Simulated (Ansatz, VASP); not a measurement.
# P4C: VASP beside Ansatz

```xyz
5
Lattice="-2.5593 2.5593 2.5593 2.5593 -2.5593 2.5593 2.5593 2.5593 -2.5593" Properties=species:S:1:pos:R:3 pbc="T T T"
P     1.2797    1.2797   -1.2797
P    -1.2797    1.2797    1.2797
P     1.2797   -1.2797    1.2797
P     1.2797    1.2797    1.2797
C     0.0000    0.0000    0.0000
```

Change from the starting cell: species swapped into the Hg4Pt type (Im-3m, No. 229).

Alike in both runs: functional PBE; k mesh 10 × 10 × 10; occupations gaussian, width 0.1 eV; no spin polarisation.

Ansatz relaxed the structure, and its values are those at the end. VASP's run is a single point on that final structure, the one shown.

|  | VASP | Ansatz |
| --- | --- | --- |
| version | VASP 6.6.1 | Ansatz 0.2.0 |
| potentials or method | VASP PAW PBE potentials, release 64 (P, C) | scalar-relativistic, plane waves, PAW |
| plane-wave cutoff (eV) | 520 | 420 |
| valence electrons in the cell | 24 | 24 |

Ansatz gave:

- gap on the k mesh at the Fermi level (eV): none
- pressure (GPa): 0.0

Task: Estimate VASP's values.

Result: gap on the k mesh at the Fermi level (eV): none; pressure (GPa): -0.2.

A gap of «none» marks a metal or a gap that the smearing closes.
